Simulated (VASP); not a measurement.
Si:

```
CELL_PARAMETERS angstrom
0.00000 2.71550 2.71550
2.71550 0.00000 2.71550
2.71550 2.71550 0.00000
ATOMIC_POSITIONS crystal
Si 0.00000 0.00000 0.00000
Si 0.25000 0.25000 0.25000
```

```yaml
Program: VASP 6.6.1
Task: relaxation of cell and atoms
Functional: PBE
Potentials_or_basis: VASP PAW PBE potentials, release 64 (Si)
Cutoff: 600 eV
k_mesh: 10 × 10 × 10
Occupations: gaussian, width 0.02 eV
Spin: no spin polarisation
```

At the start: pressure 1.9 GPa; volume 20.02 Å³/atom.

Problem. How do energy, volume and symmetry change on relaxing?

Solution. Over 3 steps the energy falls by 2.5 meV/atom and the volume is 20.44 Å³/atom (+2.1 %); space group Fd-3m (No. 227, to 0.05 Å).

The path:
```tsv
step	energy change (eV)	largest force (eV/Å)	pressure (GPa)	volume (Å³)
1	0.0000	0.0000	1.93	40.05
2	-0.0027	0.0000	-1.21	41.46
3	-0.0050	0.0000	0.01	40.89
```

Final structure:
```
Si
1.0
     0.00000    2.73431    2.73431
     2.73431    0.00000    2.73431
     2.73431    2.73431    0.00000
Si
2
Direct
  0.00000 0.00000 0.00000
  0.25000 0.25000 0.25000
```
